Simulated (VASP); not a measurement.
Level of theory: PBE GGA, VASP's PBE PAW potentials (set 64) (plane waves; VASP).

VASP input:

**POSCAR**
```
HgTe
1
    0.0000000000     3.1837820000     3.2915700000
    3.3232300000     0.0000000000     3.2915700000
    3.3232300000     3.1837820000     0.0000000000
Hg Te
1 1
Direct
  0.0000000000   0.0000000000   0.0000000000
  0.2452560000   0.2547440000   0.2547440000
```

### INCAR
```
# general
SYSTEM   =  HgTe
PREC     =  Accurate
ENCUT    =  400
LREAL    =  F
LASPH    =  T
NBANDS   =  17

# electronic loop
EDIFF    =  1E-6
NELM     =  100
ALGO     =  Normal
LMAXMIX  =  6

# smearing
ISMEAR   =  0
SIGMA    =  0.05

# functional
GGA      =  PE

# ions
ISIF     =  2

# output
LWAVE    =  F
LCHARG   =  F
```

KPOINTS:
```
Automatic mesh
0
Gamma
  6 6 6
0 0 0
```

POTCAR, in this order: Hg Te (PBE.64 set). Program: vasp_std.

The resulting files:

OSZICAR:
```
       N       E                     dE             d eps       ncg     rms          rms(c)
DAV:   1     0.908110363945E+02    0.90811E+02   -0.69337E+03  2352   0.736E+02
DAV:   2    -0.667228650862E+00   -0.91478E+02   -0.86424E+02  2653   0.200E+02
DAV:   3    -0.378777694768E+01   -0.31205E+01   -0.31092E+01  2772   0.379E+01
DAV:   4    -0.381890518099E+01   -0.31128E-01   -0.31125E-01  3312   0.340E+00
DAV:   5    -0.381901845481E+01   -0.11327E-03   -0.11327E-03  2924   0.173E-01    0.743E+00
DAV:   6    -0.361678337029E+01    0.20224E+00   -0.36924E-01  2690   0.780E+00    0.581E+00
DAV:   7    -0.360950647482E+01    0.72769E-02   -0.91780E-02  2528   0.196E+00    0.217E+00
DAV:   8    -0.360893810567E+01    0.56837E-03   -0.10213E-02  2487   0.108E+00    0.452E-01
DAV:   9    -0.360896717528E+01   -0.29070E-04   -0.73580E-04  2688   0.299E-01    0.111E-01
DAV:  10    -0.360899646400E+01   -0.29289E-04   -0.87058E-05  2634   0.770E-02    0.449E-02
DAV:  11    -0.360901123295E+01   -0.14769E-04   -0.34252E-05  2562   0.419E-02    0.364E-02
DAV:  12    -0.360900948582E+01    0.17471E-05   -0.36080E-06  2624   0.156E-02    0.189E-02
DAV:  13    -0.360900924689E+01    0.23893E-06   -0.71485E-07  1900   0.417E-03
   1 F= -.36090092E+01 E0= -.36089572E+01  d E =-.104024E-03
```

File OUTCAR:
```
------------------------ aborting loop because EDIFF is reached ----------------------------------------
  FORCE on cell =-STRESS in cart. coord.  units (eV):
  Direction    XX          YY          ZZ          XY          YZ          ZX
  --------------------------------------------------------------------------------------
  Total        0.8774619      1.1004312      0.9474372      0.0000000     -0.1768845      0.0000000
  in kB       20.1837589     25.3125953     21.7933601      0.0000000     -4.0687727      0.0000000
  external PRESSURE =      22.4299048 kB  Pullay stress =       0.0000000 kB
  volume of cell :       69.65
      direct lattice vectors                 reciprocal lattice vectors
     0.000000000  3.183782000  3.291570000    -0.150456032  0.157045928  0.151903195
     3.323230000  0.000000000  3.291570000     0.150456032 -0.157045928  0.151903195
     3.323230000  3.183782000  0.000000000     0.150456032  0.157045928 -0.151903195
 POSITION                                       TOTAL-FORCE (eV/Angst)
 -----------------------------------------------------------------------------------
      0.00000      0.00000      0.00000         0.114579      0.000000      0.000000
      1.69315      1.59189      1.64579        -0.114579      0.000000      0.000000
 -----------------------------------------------------------------------------------
    total drift:                                0.000005      0.000003     -0.000001
  FREE ENERGIE OF THE ION-ELECTRON SYSTEM (eV)
  ---------------------------------------------------
  free  energy   TOTEN  =        -3.6090092469 eV

  energy  without entropy=       -3.6089052225  energy(sigma->0) =       -3.60895723
```
(Selected blocks of OUTCAR.)

The compound is HgTe in the zinc blende structure. The cell was not relaxed at this level, atoms are displaced from their ideal sites. The run is one of a series of settings (NBANDS = 17 against the base run), some of them coarse on purpose.
